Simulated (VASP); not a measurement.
OSZICAR of a VASP run on Pt:

File OSZICAR:
```
       N       E                     dE             d eps       ncg     rms          rms(c)
DAV:   1    -0.396202176981E+02   -0.39620E+02   -0.10574E-02  1752   0.603E-01    0.600E-01
DAV:   2    -0.397636386278E+02   -0.14342E+00   -0.64012E-01  1800   0.468E+00    0.447E+00
DAV:   3    -0.396169223208E+02    0.14672E+00   -0.43267E-01  1960   0.379E+00    0.238E-01
DAV:   4    -0.396170178805E+02   -0.95560E-04   -0.45275E-03  1676   0.358E-01    0.825E-02
DAV:   5    -0.396169751163E+02    0.42764E-04   -0.30715E-04  1776   0.123E-01    0.162E-02
DAV:   6    -0.396169781508E+02   -0.30344E-05   -0.15743E-05  1684   0.263E-02    0.151E-02
DAV:   7    -0.396169807350E+02   -0.25842E-05   -0.30971E-06  1000   0.122E-02    0.184E-02
DAV:   8    -0.396169796416E+02    0.10934E-05   -0.63556E-06  1048   0.176E-02    0.297E-03
DAV:   9    -0.396169799331E+02   -0.29156E-06   -0.64786E-07   800   0.461E-03
   1 F= -.39616980E+02 E0= -.39615240E+02  d E =-.522122E-02
```

Problem. Which electronic solver shows in the log?

Solution. It is blocked Davidson (ALGO = Normal, or the opening steps of other solvers). The INCAR had ALGO = Normal.

Problem. Can the final energy be trusted as converged?

Solution. The run converged. It stopped with EDIFF = 1E-6, NELM = 100 (PBEsol GGA, plane waves, VASP's PBE PAW potentials (set 64)).

The cell is a thin slab with vacuum, built from Pt (fcc): (100) face.
